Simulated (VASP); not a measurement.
Consider the following.

```yaml
crystal:
  lattice:
    - [0.00000, 3.41721, 3.41721]
    - [3.41721, 0.00000, 3.41721]
    - [3.41721, 3.41721, 0.00000]
  atoms:
    - { symbol: Sr, position: [0.00000, 0.00000, 0.00000] }
    - { symbol: Te, position: [0.50000, 0.50000, 0.50000] }
```

These are SCAN meta-GGA, VASP's PBE PAW potentials (set 64) (plane waves; VASP) values and carry that method's errors. Run with 520 eV cut-off, 7×7×7 Γ-centred mesh, Gaussian smearing of 0.050 eV, potentials Sr_sv Te.

### Question
Give the stress tensor in GPa (positive for a compressed cell).

### Answer

```
-1.81   0.00   0.00
 0.00  -1.81   0.00
 0.00   0.00  -1.81
```
The pressure is its mean diagonal, -1.81 GPa.

The compound is SrTe in the rock salt structure. This cell is one point of a volume scan, at 1.06 of the reference volume.
